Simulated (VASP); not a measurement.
A convergence study with VASP on Ni (fcc): a few settings are varied, all else stays as given below, so the limit is that of these other settings. The cell's lengths are 1 % over those of the tabulated start, so it is off equilibrium.

```
Ni
1.0
    0.00000     1.77760     1.77760
    1.77760     0.00000     1.77760
    1.77760     1.77760     0.00000
Ni
1
Cartesian
  0.00000   0.00000   0.00000
```
Starting moments (μB, in the order of the record's atoms Ni): 0.8.

Method: LDA (Ceperley-Alder, Perdew-Zunger), VASP's LDA PAW potentials (set 64) (plane waves; VASP). The last row used: LREAL = Auto, 600 eV cut-off, 15×15×15 Γ-centred mesh, first-order Methfessel-Paxton smearing of 0.10 eV, potentials Ni.

| setting | E (eV/atom) | pressure (GPa) | moment (μB) | plane waves |
|---|---|---|---|---|
| ENCUT = 300, LREAL = .FALSE., PREC = Normal | -6.4990 | -21.98 | 0.628 | 141 |
| ENCUT = 400, LREAL = .FALSE., PREC = Normal | -6.4894 | -22.22 | 0.627 | 212 |
| ENCUT = 500, LREAL = .FALSE., PREC = Normal | -6.4874 | -21.67 | 0.626 | 297 |
| ENCUT = 600, LREAL = .FALSE., PREC = Normal | -6.4872 | -21.78 | 0.626 | 384 |
| ENCUT = 300, LREAL = .FALSE., PREC = Accurate | -6.4990 | -21.97 | 0.628 | 141 |
| ENCUT = 400, LREAL = .FALSE., PREC = Accurate | -6.4894 | -22.23 | 0.627 | 212 |
| ENCUT = 500, LREAL = .FALSE., PREC = Accurate | -6.4874 | -21.69 | 0.626 | 297 |
| ENCUT = 600, LREAL = .FALSE., PREC = Accurate | -6.4872 | -21.79 | 0.626 | 384 |
| ENCUT = 300, LREAL = Auto, PREC = Normal | -6.4989 | -22.00 | 0.628 | 141 |
| ENCUT = 400, LREAL = Auto, PREC = Normal | -6.4876 | -22.11 | 0.627 | 212 |
| ENCUT = 500, LREAL = Auto, PREC = Normal | -6.4873 | -21.71 | 0.626 | 297 |
| ENCUT = 600, LREAL = Auto, PREC = Normal | -6.4884 | -21.72 | 0.626 | 384 |
| ENCUT = 300, LREAL = Auto, PREC = Accurate | -6.4990 | -21.75 | 0.628 | 141 |
| ENCUT = 400, LREAL = Auto, PREC = Accurate | -6.4896 | -22.22 | 0.627 | 212 |
| ENCUT = 500, LREAL = Auto, PREC = Accurate | -6.4876 | -21.71 | 0.626 | 297 |
| ENCUT = 600, LREAL = Auto, PREC = Accurate | -6.4876 | -21.84 | 0.626 | 384 |

Left out are rungs that failed or repeat a setting and relaxations that didn't move; long series are thinned to 24 rows.

The compound is Ni in the fcc structure. The cell was not relaxed at this level. The spin order is the one that the start imposed; others were not tried in this run.
